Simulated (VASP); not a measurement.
A convergence study with VASP on BaTe (rock salt): one setting is varied, all else stays as given below, so the limit is that of these other settings.

```
BaTe
1.0
    0.00000     3.50000     3.50000
    3.50000     0.00000     3.50000
    3.50000     3.50000     0.00000
Ba Te
1 1
Direct
  0.00000   0.00000   0.00000
  0.50000   0.50000   0.50000
```

Method: PBE GGA, VASP's PBE PAW potentials (set 64) (plane waves; VASP). The tightest run used: 550 eV cut-off, 11×11×11 Monkhorst-Pack mesh, Gaussian smearing of 0.050 eV, potentials Ba_sv Te.

```csv
setting,E (eV/atom),pressure (GPa),irreducible k-points
1×1×1 mesh,-0.8667,16.76,1
2×2×2 mesh,-4.3608,0.71,2
3×3×3 mesh,-4.2834,1.43,4
```

These are the cheaper rows. Estimate the results at 11×11×11 mesh, and how far the last row shown lies from them.

```json
[
 {"quantity": "E (eV/atom)", "tightest run": "-4.3090", "last row shown is off by": "0.0256"},
 {"quantity": "pressure (GPa)", "tightest run": "1.17", "last row shown is off by": "0.27"}
]
```

Left out are rungs that failed or repeat a setting and relaxations that didn't move; long series are thinned to 24 rows.

The compound is BaTe in the rock salt structure. The cell was not relaxed at this level.
